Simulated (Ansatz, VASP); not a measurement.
# TaIn: VASP beside Ansatz

File INCAR:

```
PREC = Accurate ; ENCUT = 600
EDIFF = 1E-6 ; ISMEAR = 0
SIGMA = 0.1 ; LREAL = F
LASPH = T ; NELM = 60
ALGO = Normal ; ISIF = 3
LWAVE = F ; LCHARG = F
GGA = PE ; IBRION = 2
NSW = 90 ; EDIFFG = -0.04
```

File KPOINTS:

```
regular mesh
0
Gamma
  6 6 6
```

File POSCAR:

```
TaIn
1.0
    0.0000000000      2.7963700300      2.7963700300
    2.7963700300      0.0000000000      2.7963700300
    2.7963700300      2.7963700300      0.0000000000
Ta In
1 1
Direct
    0.5000000000      0.5000000000      0.5000000000
    0.0000000000      0.0000000000      0.0000000000
```

Input for Ansatz:

```yaml
crystal:
  lattice:
    - [0.0, 2.79637003, 2.79637003]
    - [2.79637003, 0.0, 2.79637003]
    - [2.79637003, 2.79637003, 0.0]
  atoms:
    - { symbol: Ta, position: [0.5, 0.5, 0.5] }
    - { symbol: In, position: [0.0, 0.0, 0.0] }
basis:
  ecutwfc: 420
kpoints:
  mp_grid: { grid: [6, 6, 6] }
hamiltonian:
  xc: pbe
scf:
  occupations: { method: gaussian, width: 0.1 }
  lower_state_search: "off"
output:
  forces: true
  stress: true
  eigenvalues: true
relax:
  adjacent_minimum: "off"
  f_tol: 0.04
  max_steps: 70
  cell: { stress_tol: 0.4 }
```

Alike in both runs: task relaxation of cell and atoms; functional PBE; k mesh 6 × 6 × 6; occupations gaussian, width 0.1 eV; no spin polarisation.

```csv
,VASP,Ansatz
version,VASP 6.6.1,Ansatz 0.2.0
potentials or method,"VASP PAW PBE potentials, release 64 (Ta_pv, In_d)","scalar-relativistic, plane waves, PAW"
plane-wave cutoff (eV),600,420
valence electrons in the cell,24,26
```

```csv
,VASP,Ansatz,Ansatz less VASP
"gap on the k mesh at the Fermi level, each at its own relaxed structure (eV)",none,none,-
relaxed volume (Å³/atom),22.20,22.21,+0.005
relaxed cell length with the largest relative difference (Å),3.975,3.975,+0.0003
energy change over the relaxation (meV/atom),-2,-2,+0.1
```

A gap of «none» marks a metal or a gap that the smearing closes. The two sets of potentials don't hold the same shells in valence.

The runs have no spin-orbit coupling, so splittings on Ta are missing.
